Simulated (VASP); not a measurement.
All values below come from PBE GGA, VASP's PBE PAW potentials (set 64) (plane waves; VASP 6.6.1). Each cell was relaxed at this level, without spin-orbit coupling.

**Question.** Which of these comes out without a gap?
A. Cs, Im-3m (229)
B. NaH, Fm-3m (225)
C. BaO, Fm-3m (225)
D. Bi2Te3, R-3m (166)

**Answer.** A, Cs, Im-3m (229). The others have gaps of 0.49 eV (Bi2Te3, R-3m (166)), 2.10 eV (BaO, Fm-3m (225)), 3.79 eV (NaH, Fm-3m (225)).
